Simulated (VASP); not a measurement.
Computed with PBE GGA, VASP's PBE PAW potentials (set 64) (plane waves; VASP 6.6.1).

Input for VASP

**KPOINTS**
```
Automatic mesh
0
Gamma
3 3 3
0 0 0
```

### INCAR
```
# general
SYSTEM =Li2Se
PREC   =Accurate
ENCUT  =520
LREAL  =.FALSE.   # projection in real space or not
LASPH  =.TRUE.

# electronic loop
EDIFF  =1E-6
NELM   =100
ALGO   =Normal   # blocked Davidson
LMAXMIX=4   # l cut-off of mixed one-centre charges

# smearing
ISMEAR =0   # Gaussian
SIGMA  =0.05

# functional
GGA    =PE   # PBE

# ions
ISIF   =2   # forces and stress, cell fixed

# output
LWAVE  =.FALSE.
LCHARG =.FALSE.
```

POSCAR:
```
Li2Se
1
    0.0000000000     2.9181230000     2.9395480000
    3.0217800000     0.0000000000     2.9395480000
    3.0217800000     2.9181230000     0.0000000000
Li Se
2 1
Direct
  0.2500000000   0.2500000000   0.2500000000
  0.7500000000   0.7500000000   0.7500000000
 -0.0161240000   0.0161240000   0.0161240000
```

POTCAR, in this order: Li_sv Se (PBE.64 set). Program: vasp_std.

Gaps are read on the run's mesh, which can miss a band edge.

Question: What does the run give for the energy per atom (σ→0), pressure, largest force, band gap (on the k-mesh)?

Answer: 
```json
{
  "energy per atom (σ→0)": "-354.4 kJ/mol-atom",
  "band gap (on the k-mesh)": "3.52 eV",
  "pressure": "2.12 GPa",
  "largest_force": "0.354 eV/Å"
}
```

File OSZICAR:
```
...
DAV:   7    -0.110110428916E+02    0.16667E-01   -0.18380E-01   224   0.208E+00    0.761E-01
DAV:   8    -0.110190230040E+02   -0.79801E-02   -0.21583E-02   208   0.106E+00    0.193E-01
DAV:   9    -0.110191692565E+02   -0.14625E-03   -0.14980E-03   254   0.215E-01    0.104E-01
DAV:  10    -0.110195078256E+02   -0.33857E-03   -0.62231E-04   172   0.156E-01    0.450E-02
DAV:  11    -0.110195109199E+02   -0.30943E-05   -0.46140E-05   232   0.458E-02    0.893E-03
DAV:  12    -0.110195136775E+02   -0.27576E-05   -0.72172E-06   174   0.186E-02    0.259E-03
DAV:  13    -0.110195140402E+02   -0.36280E-06   -0.27944E-07   196   0.372E-03
   1 F= -.11019514E+02 E0= -.11019514E+02  d E =-.360039E-24
```

The compound is Li2Se in the antifluorite structure. The cell was not relaxed at this level, atoms are displaced from their ideal sites. The k-mesh is coarse (spacing up to 0.61 per Å, 2π included), so the numbers may not be converged in it. The run is one of a series of settings (KPOINTS 3×3×3 Γ-centred mesh against the base run), some of them coarse on purpose.
